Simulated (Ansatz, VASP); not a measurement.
# KI in two plane-wave programs, part 3 of 3

Wanted: the spread between two codes on one cell, functional and k mesh. The cell is taken from a series of runs on this material, whose earlier steps may have relaxed, scaled, displaced or heated it; both programs get it as it stands.

VASP 6.6.1 and Ansatz 0.2.0.

So far: Starting point; Ansatz: zone-centre phonons, PBE, pair 1; VASP: zone-centre phonons, PBE, pair 1; Side by side.

**5. Ansatz: zone-centre phonons, PBE, pair 2**

Level of this step: Ansatz beside VASP: Kohn-Sham DFT, plane waves, PBE (Ansatz).

Second derivatives magnify differences that forces hide, and they need a tight electronic threshold.

The cell is taken from a series of runs on this material, whose earlier steps may have relaxed, scaled, displaced or heated it; both programs get it as it stands.

Input file input.yaml:

```yaml
crystal:
  lattice:
    - [0.0, 3.5913100013, 3.5913100013]
    - [3.5913100013, 0.0, 3.5913100013]
    - [3.5913100013, 3.5913100013, 0.0]
  atoms:
    - { symbol: K, position: [0.0, 0.0, 0.0] }
    - { symbol: I, position: [0.5, 0.5, 0.5] }
kpoints:
  mp_grid: { grid: [8, 8, 8] }
hamiltonian:
  xc: pbe
  pseudopotentials: { kind: paw, azcp: { folder: soft_1 } }
scf:
  occupations: { method: fixed }
output:
  eigenvalues: true
phonons:
  method: dfpt
  qmesh: [2, 2, 2]
  temperatures: { t_max: 1000, t_step: 50 }
  qpath:
    path:
      - [[0.0, 0.0, 0.0], [0.5, 0.0, 0.5], [0.625, 0.25, 0.625]]
      - [[0.375, 0.375, 0.75], [0.0, 0.0, 0.0], [0.5, 0.5, 0.5], [0.5, 0.25, 0.75], [0.5, 0.0, 0.5]]
    npoints: 10
  non_analytic_term:
    high_frequency_dielectric_tensor: [[2.7998, 0.0, 0.0], [0.0, 2.7998, 0.0], [0.0, 0.0, 2.7998]]
    born_effective_charges:
      - { species: K, tensor: [[1.1561, 0.0, 0.0], [0.0, 1.1561, 0.0], [0.0, 0.0, 1.1561]] }
      - { species: I, tensor: [[-1.1561, 0.0, 0.0], [0.0, -1.1561, 0.0], [0.0, 0.0, -1.1561]] }
    source: "zone-centre run at this cell"
```

Launch:

```sh
$ ansatz run input.yaml --threads 4 --pin off --max-ram 7168MiB --backend cpu --events-out ev --progress --plain --runs-dir out
```

Numbers of over 12 decimals in the logs are rounded to 6 here.

Output:

```text
[...]
Crystal: 2 atoms, lattice volume = 92.638 Å³
Basis set: ecut = 420 eV, 1837 PW (Γ), exchange–correlation on 72×72×72 points (8 copies of the dense FFT grid, shifted against one another)
Bands: 17, of which v1, the nominal top of the filled ones, is band 13 counted from 1 (12 counted from 0)
Symmetry: 48 space group operations
k-points: 29 of 512
[...]
largest difference from the sums on the solved wave vectors: F 9.99e-2 eV, S 1.32e-4 and C_V 3.22e-5 eV/K
  zero-point energy: 0.025477 eV/cell   skipped modes (ω ≤ 0): 3   left out of the sums: 1.22e-4 of the cell's modes: C_V's classical limit lies that fraction below 3 k_B per atom; for a crystal, a wire or a layer, F and S can be off by more, and a phonons.interpolated_qmesh denser along its periods is the remedy for the sampling
[key lines of the parts left out:]
SCF converged after 10 iterations
Free energy (F): -9053.804581 eV
Fermi energy:    1.927448 eV
```

**6. VASP: zone-centre phonons, PBE, pair 2**

The same cell, functional and mesh now go to VASP, with its own data sets.

Input file INCAR:

```
SYSTEM = KI
PREC = Accurate
ENCUT = 500
EDIFF = 1E-08
NELM = 120
ISMEAR = 0
SIGMA = 0.01
LREAL = .FALSE.
ALGO = Normal
GGA = PE
NBANDS = 14
LORBIT = 11
LWAVE = .FALSE.
LCHARG = .FALSE.
ISIF = 2
IBRION = 8
LASPH = .TRUE.
GGA_COMPAT = .FALSE.
EFERMI = MIDGAP
KPAR = 2
```

Input file POSCAR:

```
KI
1.0
    0.0000000000      3.5913100013      3.5913100013
    3.5913100013      0.0000000000      3.5913100013
    3.5913100013      3.5913100013      0.0000000000
K I
1 1
Direct
    0.0000000000      0.0000000000      0.0000000000
    0.5000000000      0.5000000000      0.5000000000
```

Input file KPOINTS:

```
Automatic mesh
0
Gamma
8 8 8
0 0 0
```

Potentials, in the order of the species: K_sv and I (PBE family, release 64).

Launch:

```sh
$ mpirun -np 2 vasp_std
```

Output:

```text
[... set-up lines as in an earlier step ...]
 entering main loop
       N       E                     dE             d eps       ncg     rms          rms(c)
[... 17 cycles as in an earlier step ...]
   1 F= -.55650628E+01 E0= -.55650628E+01  d E =0.000000E+00
 Linear response reoptimize wavefunctions to high precision
[... 2 cycles as in an earlier step ...]
 Linear response DOF=           2
 Linear response progress:
  Degree of freedom:   1/  2
       N       E                     dE             d eps       ncg     rms          rms(c)
[... 2 cycles as in an earlier step ...]
RMM:   3    -0.320108558637E+00   -0.23146E-02   -0.51475E-03  3616   0.309E-01    0.414E-02
[... 1 cycle as in an earlier step ...]
RMM:   5    -0.320308531912E+00   -0.97622E-04   -0.21141E-05  3249   0.293E-02    0.569E-03
RMM:   6    -0.320322142776E+00   -0.13611E-04   -0.38990E-06  3906   0.997E-03    0.333E-03
RMM:   7    -0.320330339674E+00   -0.81969E-05   -0.80992E-07  3677   0.399E-03    0.939E-04
RMM:   8    -0.320331414830E+00   -0.10752E-05   -0.12772E-07  4022   0.169E-03    0.660E-04
[...]
RMM:  15    -0.320333498050E+00    0.19815E-08    0.56755E-08  3777   0.341E-05    0.191E-05
 first order change of Fermi-energy  -0.12562E-03
 force on displaced ion       1 direction 1 :  -0.853   0.000   0.000
 Linear response progress:
  Degree of freedom:   2/  2
       N       E                     dE             d eps       ncg     rms          rms(c)
RMM:   1    -0.862660259168E-01   -0.86266E-01    0.62295E-02  3616   0.965E-01
[... 1 cycle as in an earlier step ...]
RMM:   3    -0.865015957952E-01   -0.34854E-03   -0.24276E-04  3178   0.669E-02    0.283E-02
RMM:   4    -0.867933546200E-01   -0.29176E-03   -0.48966E-05  3254   0.276E-02    0.108E-02
RMM:   5    -0.869838320346E-01   -0.19048E-03   -0.16888E-05  3140   0.163E-02    0.449E-03
RMM:   6    -0.869983304298E-01   -0.14498E-04   -0.35937E-06  3331   0.782E-03    0.220E-03
[...]
RMM:  14    -0.869945646222E-01    0.36032E-07    0.48391E-09  3993   0.109E-05    0.784E-06
RMM:  15    -0.869945458950E-01    0.18727E-07    0.48327E-08  3527   0.539E-06    0.400E-06
RMM:  16    -0.869945417663E-01    0.41287E-08    0.33707E-08  3355   0.242E-06    0.284E-06
 first order change of Fermi-energy   0.42067E-03
 force on displaced ion       2 direction 1 :  -0.858   0.000   0.000
 Linear response finished
```

OUTCAR, selected parts (step 6):

```text
[... 4 parts as in an earlier step ...]
```

**7. Side by side**

What differs besides the data sets and the points named for the pairs above, as far as they apply: VASP's run holds the zone centre alone; the data sets hold 26 valence electrons in Ansatz (on its PAW soft_1 files) and 16 in VASP; the cutoff is 420 eV in Ansatz and 500 eV in VASP. Total energies have different zeros and are not compared.

The two programs side by side:

```csv
quantity,Ansatz,VASP,difference
optical mode 1 to 3 (cm⁻¹),87.8,88.2,-0.45 %
```

Modes are paired by rising frequency, not by their patterns, so a pair may set unlike modes beside each other; they are those without the splitting of longitudinal modes.

**8. Summary of results**

* r.m.s. difference of the optical zone-centre modes, each program's sorted by frequency (zone-centre phonons, PBE, pair 1): 0.39 cm⁻¹
* r.m.s. difference of the optical zone-centre modes, each program's sorted by frequency (zone-centre phonons, PBE, pair 2): 0.40 cm⁻¹

In words: The r.m.s. difference of the optical zone-centre modes, each program's sorted by frequency is 0.39 cm⁻¹ (zone-centre phonons, PBE, pair 1). The data sets hold unlike numbers of valence electrons (26 in Ansatz and 16 in VASP), so part of the differences comes from the potentials. How closely two codes agree says nothing of how well the functional describes the real material.

[Lines on the potential files, build, host, timing and source positions are cut from VASP's logs without a mark.]

[Logs are printed without paths, hosts, clocks, repeated set-up lines and the standing remarks that a program may print on its own settings, such as how far it seeks lower states.]

[Hosts, paths, dates, database ids (printed as entryN), source tags and the programs' standing remarks are cut or masked in the printed files.]
